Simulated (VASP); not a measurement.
# Mo(100): what the settings do to the level below the vacuum

How far does the level below the vacuum of Mo(100) depend on the numerical settings, and how far on the functional?

Method: PBE; plane waves and PAW (Mo), in the first sound run; inputs show where later runs differ, in VASP 6.6.1.

## (1) Starting point

The cell holds 7 atoms: 7 Mo. Cell: a = 3.150 Å, b = 3.150 Å, c = 27.450 Å, α = 90.0°, β = 90.0°, γ = 90.0°. Vacuum lies along c.

Coordinates:

```xyz
7
Lattice="3.1500 0.0000 0.0000 0.0000 3.1500 0.0000 0.0000 0.0000 27.4500" Properties=species:S:1:pos:R:3
Mo    0.0000    0.0000    9.0000
Mo    1.5750    1.5750   10.5750
Mo    0.0000    0.0000   12.1500
Mo    1.5750    1.5750   13.7250
Mo    0.0000    0.0000   15.3000
Mo    1.5750    1.5750   16.8750
Mo    0.0000    0.0000   18.4500
```

## (2) The base run

The base run sets the number that all others are held against.

The input, INCAR:

```
SYSTEM = Mo
PREC = Normal
ENCUT = 350
EDIFF = 1E-06
NELM = 120
ISMEAR = 1
SIGMA = 0.1
LREAL = .FALSE.
ALGO = Normal
GGA = PE
NBANDS = 28
LORBIT = 11
LWAVE = .FALSE.
LCHARG = .FALSE.
KPAR = 4
IDIPOL = 3
LDIPOL = .TRUE.
DIPOL = 0.5 0.5 0.5
LVHAR = .TRUE.
LVACPOTAV = .TRUE.
NEDOS = 1500
```

The input, POSCAR:

```
Mo
1.0
    3.1500000000      0.0000000000      0.0000000000
    0.0000000000      3.1500000000      0.0000000000
    0.0000000000      0.0000000000     27.4500000000
Mo
7
Direct
    0.0000000000      0.0000000000      0.3278688525
    0.5000000000      0.5000000000      0.3852459016
    0.0000000000      0.0000000000      0.4426229508
    0.5000000000      0.5000000000      0.5000000000
    0.0000000000      0.0000000000      0.5573770492
    0.5000000000      0.5000000000      0.6147540984
    0.0000000000      0.0000000000      0.6721311475
```

The input, KPOINTS:

```
Automatic mesh
0
Gamma
8 8 1
0 0 0
```

The projector-augmented-wave data sets are Mo (PBE family, release 64).

Command:

```
> mpirun -np 4 vasp_std
```

Output:

```text
[banner, memory and clock lines left out]
running    4 mpi-ranks, on    1 nodes
 distrk:  each k-point on    1 cores,    4 groups
 distr:  one band on    1 cores,    1 groups

 POSCAR found type information on POSCAR Mo
 POSCAR found :  1 types and       7 ions
 LDA part: xc-table for (Slater+PW92), standard interpolation
 POSCAR, INCAR and KPOINTS ok, starting setup
 FFT: planning ... GRIDC
 FFT: planning ... GRID_SOFT
 FFT: planning ... GRID
 WAVECAR not read
 entering main loop
       N       E                     dE             d eps       ncg     rms          rms(c)
DAV:   1     0.172243201411E+03    0.17224E+03   -0.13335E+04   840   0.877E+02
DAV:   2    -0.565941723409E+02   -0.22884E+03   -0.21677E+03  1116   0.216E+02
DAV:   3    -0.778446529936E+02   -0.21250E+02   -0.20483E+02  1176   0.621E+01
DAV:   4    -0.793989624885E+02   -0.15543E+01   -0.14984E+01  1408   0.152E+01
DAV:   5    -0.794551743617E+02   -0.56212E-01   -0.54676E-01  1304   0.273E+00    0.336E+01
DAV:   6    -0.932459716915E+02   -0.13791E+02   -0.18274E+02  1484   0.415E+01    0.299E+01
DAV:   7    -0.870857137668E+02    0.61603E+01   -0.41125E+02  1456   0.732E+01    0.214E+01
DAV:   8    -0.753891939783E+02    0.11697E+02   -0.14147E+02  1432   0.446E+01    0.122E+01
DAV:   9    -0.727587501348E+02    0.26304E+01   -0.20352E+01  1396   0.215E+01    0.569E+00
DAV:  10    -0.726387078375E+02    0.12004E+00   -0.20244E+00  1376   0.632E+00    0.439E+00
DAV:  11    -0.726330347733E+02    0.56731E-02   -0.17992E-01  1280   0.187E+00    0.429E+00
DAV:  12    -0.724917432724E+02    0.14129E+00   -0.22376E-01  1152   0.186E+00    0.359E+00
DAV:  13    -0.723377009723E+02    0.15404E+00   -0.61961E-01  1288   0.298E+00    0.223E+00
DAV:  14    -0.722934727861E+02    0.44228E-01   -0.28712E-01  1324   0.202E+00    0.960E-01
DAV:  15    -0.722839445337E+02    0.95283E-02   -0.50595E-02  1408   0.835E-01    0.367E-01
DAV:  16    -0.722839843770E+02   -0.39843E-04   -0.13893E-02  1336   0.494E-01    0.244E-01
DAV:  17    -0.722818980529E+02    0.20863E-02   -0.94809E-03  1240   0.378E-01    0.645E-02
DAV:  18    -0.722822449941E+02   -0.34694E-03   -0.11567E-03  1172   0.179E-01    0.707E-02
DAV:  19    -0.722823076903E+02   -0.62696E-04   -0.61373E-04  1416   0.103E-01    0.430E-02
DAV:  20    -0.722824811000E+02   -0.17341E-03   -0.16844E-04  1256   0.526E-02    0.480E-02
DAV:  21    -0.722826128315E+02   -0.13173E-03   -0.13132E-04  1056   0.430E-02    0.209E-02
DAV:  22    -0.722826580477E+02   -0.45216E-04   -0.57228E-05  1440   0.310E-02    0.965E-03
DAV:  23    -0.722826852529E+02   -0.27205E-04   -0.27031E-05  1248   0.227E-02    0.785E-03
DAV:  24    -0.722826902138E+02   -0.49609E-05   -0.24105E-06   816   0.843E-03    0.517E-03
DAV:  25    -0.722827005497E+02   -0.10336E-04   -0.93245E-06  1176   0.105E-02    0.610E-03
DAV:  26    -0.722827013371E+02   -0.78744E-06   -0.14489E-06   720   0.503E-03
|                                                                             |
|           W    W    AA    RRRRR   N    N  II  N    N   GGGG   !!!           |
|           W    W   A  A   R    R  NN   N  II  NN   N  G    G  !!!           |
|           W    W  A    A  R    R  N N  N  II  N N  N  G       !!!           |
|           W WW W  AAAAAA  RRRRR   N  N N  II  N  N N  G  GGG   !            |
|           WW  WW  A    A  R   R   N   NN  II  N   NN  G    G                |
|           W    W  A    A  R    R  N    N  II  N    N   GGGG   !!!           |
|                                                                             |
|     Did not find any points to average over, which means that no vacuum     |
|     field-free region was found. Please increase the size of  your cell     |
|     in the dimension of the dipole correction to obtain accurate            |
|     workfunction values.                                                    |
|                                                                             |

   1 F= -.72282701E+02 E0= -.72283323E+02  d E =0.186588E-02
```

It took 24 s on 4 MPI ranks of AMD EPYC 7R43, shared host; peak memory 0.63 GiB; 91 s of CPU time.

The logs omit lines about the potential files and the build; timing stands in the text.

Parts of OUTCAR (step 2):

```text
ion  position               nearest neighbor table
   1  0.000  0.000  0.328-   2 2.73   2 2.73   2 2.73   2 2.73   3 3.15
   2  0.500  0.500  0.385-   1 2.73   1 2.73   1 2.73   1 2.73   3 2.73   3 2.73   3 2.73   3 2.73
                             4 3.15
   3  0.000  0.000  0.443-   2 2.73   4 2.73   2 2.73   4 2.73   2 2.73   4 2.73   2 2.73   4 2.73
                             1 3.15   5 3.15
   4  0.500  0.500  0.500-   3 2.73   5 2.73   3 2.73   5 2.73   3 2.73   5 2.73   3 2.73   5 2.73
                             2 3.15   6 3.15
   5  0.000  0.000  0.557-   4 2.73   6 2.73   4 2.73   6 2.73   4 2.73   6 2.73   4 2.73   6 2.73
                             7 3.15   3 3.15
   6  0.500  0.500  0.615-   7 2.73   7 2.73   7 2.73   7 2.73   5 2.73   5 2.73   5 2.73   5 2.73
                             4 3.15
   7  0.000  0.000  0.672-   6 2.73   6 2.73   6 2.73   6 2.73   5 3.15

  LATTYP: Found a simple tetragonal cell.
 ALAT       =     3.1500000000
 C/A-ratio  =     8.7142857143

 Subroutine GETGRP returns: Found 16 space group operations
 (whereof 16 operations were pure point group operations)

The static configuration has the point symmetry D_4h.

 Found     15 irreducible k-points:

   k-points           NKPTS =     15   k-points in BZ     NKDIM =     15   number of bands    NBANDS=     28

   dimension x,y,z NGX =    14 NGY =   14 NGZ =  126
   dimension x,y,z NGXF=    28 NGYF=   28 NGZF=  252

   ENCUT  =  350.0 eV  25.72 Ry    5.07 a.u.   4.81  4.81 41.87*2*pi/ulx,y,z

   NELECT =      42.0000    total number of electrons

 k-points in reciprocal lattice and weights: Automatic mesh
   0.00000000  0.00000000  0.00000000       0.016
   0.12500000  0.00000000  0.00000000       0.062
   0.25000000  0.00000000  0.00000000       0.062
   0.37500000  0.00000000  0.00000000       0.062
   0.50000000  0.00000000  0.00000000       0.031
   0.12500000  0.12500000  0.00000000       0.062
   0.25000000  0.12500000  0.00000000       0.125
   0.37500000  0.12500000  0.00000000       0.125
   0.50000000  0.12500000  0.00000000       0.062
[...]
0.50000000  0.37500000  0.00000000       0.062
   0.50000000  0.50000000  0.00000000       0.016

 dipolmoment           0.000000      0.000000     -0.000000 electrons x Angstroem

 average (electrostatic) potential at core
       1 -42.8414       2 -43.0638       3 -43.2149       4 -43.0550       5 -43.2149
       6 -43.0638       7 -42.8414

 E-fermi :   0.3820

 k-point     1 :       0.0000    0.0000    0.0000
  band No.  band energies     occupation
    ...
     20      -0.1437      2.00000
     21       0.3098      1.93418
     22       0.3098      1.93418
     23       0.3745      1.12624
     24       0.3782      1.06275
     25       0.7344     -0.00001
     26       0.8170     -0.00000
     27       1.3140     -0.00000
     28       1.3147     -0.00000

 k-point     2 :       0.1250    0.0000    0.0000
  band No.  band energies     occupation
    ...
     18      -0.2043      2.00000
     19      -0.1663      2.00000
     20       0.0046      2.00000
     21       0.1575      2.00672
     22       0.2908      2.02676
     23       0.4518      0.08123
     24       0.8668     -0.00000
     25       0.9807     -0.00000
     26       1.0105     -0.00000
     27       1.1674     -0.00000
    ...

 k-point     3 :       0.2500    0.0000    0.0000
  band No.  band energies     occupation
    ...
     17      -0.7454      2.00000
     18      -0.4289      2.00000
     19      -0.3473      2.00000
     20      -0.2349      2.00000
     21      -0.0962      2.00000
     22       0.9277     -0.00000
     23       0.9400     -0.00000
     24       1.0209     -0.00000
     25       1.0247     -0.00000
     26       1.1054     -0.00000
    ...

  Total       -7.9791007     -7.9791007     -6.3698388      0.0000000      0.0000000      0.0000000
  in kB      -46.9354593    -46.9354593    -37.4692992      0.0000000      0.0000000      0.0000000
  external PRESSURE =     -43.7800726 kB  Pullay stress =       0.0000000 kB

  energy-cutoff  :      350.00
  volume of cell :      272.37
      direct lattice vectors                 reciprocal lattice vectors
     3.150000000  0.000000000  0.000000000     0.317460317  0.000000000  0.000000000
     0.000000000  3.150000000  0.000000000     0.000000000  0.317460317  0.000000000
     0.000000000  0.000000000 27.450000000     0.000000000  0.000000000  0.036429872

 POSITION                                       TOTAL-FORCE (eV/Angst)
 -----------------------------------------------------------------------------------
      0.00000      0.00000      9.00000         0.000000     -0.000000      1.624515
      1.57500      1.57500     10.57500         0.000000      0.000000     -1.373966
      0.00000      0.00000     12.15000         0.000000     -0.000000     -0.213993
      1.57500      1.57500     13.72500         0.000000     -0.000000      0.000000
      0.00000      0.00000     15.30000        -0.000000     -0.000000      0.213993
      1.57500      1.57500     16.87500         0.000000      0.000000      1.373966
      0.00000      0.00000     18.45000        -0.000000     -0.000000     -1.624515
 -----------------------------------------------------------------------------------
    total drift:                                0.000000      0.000000      0.000000

  FREE ENERGIE OF THE ION-ELECTRON SYSTEM (eV)
  ---------------------------------------------------
  free  energy   TOTEN  =       -72.2827013371 eV

  energy  without entropy=      -72.2845672181  energy(sigma->0) =      -72.28332330

 vacuum level on the upper side and lower side of the slab         4.329         4.329

 total charge
# of ion       s       p       d       tot
------------------------------------------
    1        0.458   0.280   4.239   4.977
    2        0.521   0.530   4.308   5.359
    3        0.521   0.558   4.302   5.381
    4        0.521   0.560   4.327   5.408
    5        0.521   0.558   4.302   5.381
    6        0.521   0.530   4.308   5.359
    7        0.458   0.280   4.239   4.977
--------------------------------------------------
tot          3.522   3.296  30.023  36.841

[... 3 further parts left out ...]
```

The data set Mo keeps the semicore shell frozen, which is cheaper and a little less accurate.

This step gave:

- electronic cycles: 26
- electrons: 42
- free energy (TOTEN): -72.2827 eV
- energy at zero smearing: -72.2833 eV
- Fermi energy: 0.382 eV
- labelled metallic, from the levels on this mesh: yes
- dipole moment: 0, 0, 0 e·Å
- vacuum levels: 4.329, 4.329 eV
- work functions of the upper and lower face: 3.947, 3.947 eV
- highest filled level below the vacuum: 3.947 eV

The planar average of the electrostatic potential oscillates, so the rows of the table below give means over windows of 1.53 Å about each position, cut where the curve ends. Its maxima inside the range that stand out by 2 % of the span (Å: eV): 9.8: -5.72, 11.3: -6.30, 13.0: -6.20, 14.5: -6.20, 16.1: -6.30, 17.6: -5.72. Its minima: 9.0: -6.67, 10.6: -7.27, 12.2: -7.40, 13.7: -7.26, 15.2: -7.40, 16.9: -7.27, 18.4: -6.67.

Zero at the Fermi level. Table of planar average of the electrostatic potential by height; means over each step:

| height (Å) | planar average of the electrostatic potential (eV) |
| --- | --- |
| 0.77 | 3.95 |
| 2.29 | 3.95 |
| 3.82 | 3.95 |
| 5.35 | 3.93 |
| 6.88 | 3.42 |
| 8.41 | -3.03 |
| 9.95 | -6.35 |
| 11.47 | -6.78 |
| 13.00 | -6.69 |
| 14.53 | -6.70 |
| 16.06 | -6.77 |
| 17.59 | -6.31 |
| 19.12 | -2.51 |
| 20.65 | 3.52 |
| 22.18 | 3.94 |
| 23.71 | 3.95 |
| 25.24 | 3.95 |
| 26.77 | 3.95 |

Density of states in the PAW spheres, an atom over height of the layer and energy from the Fermi level.

Ten even steps from '_' (0.00 states/eV) to '@' (2.09 states/eV), each cell a mean:
```
==::--::--::==
%%..::..::..%%
@@--..--..--@@
++::..--..::++
++==========++
====**++**====
****++++++****
==++======++==
==##++**++##==
++%%%%##%%%%++
--====--====--
..++##**##++..
..==++==++==..
__--++++++--__
____......____
______________
______________
______________
______________
______________
______________
______________
```
Columns: height of the layer (Å) from 9 to 18.4; rows upwards: energy from the Fermi level (eV) from -7.9 to 0.5.

Force by atom:

| atom | x (eV/Å) | y (eV/Å) | z (eV/Å) | size |
| --- | --- | --- | --- | --- |
| Mo1 | 0.00 | 0.00 | 1.62 | 1.62 |
| Mo2 | 0.00 | 0.00 | -1.37 | 1.37 |
| Mo3 | 0.00 | 0.00 | -0.21 | 0.21 |
| Mo4 | 0.00 | 0.00 | 0.00 | 0.00 |
| Mo5 | 0.00 | 0.00 | 0.21 | 0.21 |
| Mo6 | 0.00 | 0.00 | 1.37 | 1.37 |
| Mo7 | 0.00 | 0.00 | -1.62 | 1.62 |

The highest filled level lies 3.95 eV below the vacuum at the upper face.

Only the dipole across the slab is computed (IDIPOL = 3); zeros along the plane are no results.

The map of layer states is cut here 0.5 eV above the Fermi level, so it leaves out the states above that.

(Continued in part 2 of 5.)

[Lines on the potential files, build, host, timing and source positions are cut from VASP's logs without a mark.]

[Logs are printed without paths, hosts, clocks, repeated set-up lines and the standing remarks that a program may print on its own settings, such as how far it seeks lower states.]

[Hosts, paths, dates, database ids (printed as entryN), source tags and the programs' standing remarks are cut or masked in the printed files.]

[In band tables of VASP the shares of atoms and orbitals are scaled to a sum of 1 inside the atoms' spheres.]

[Runs that stopped without an error message from VASP are left out.]
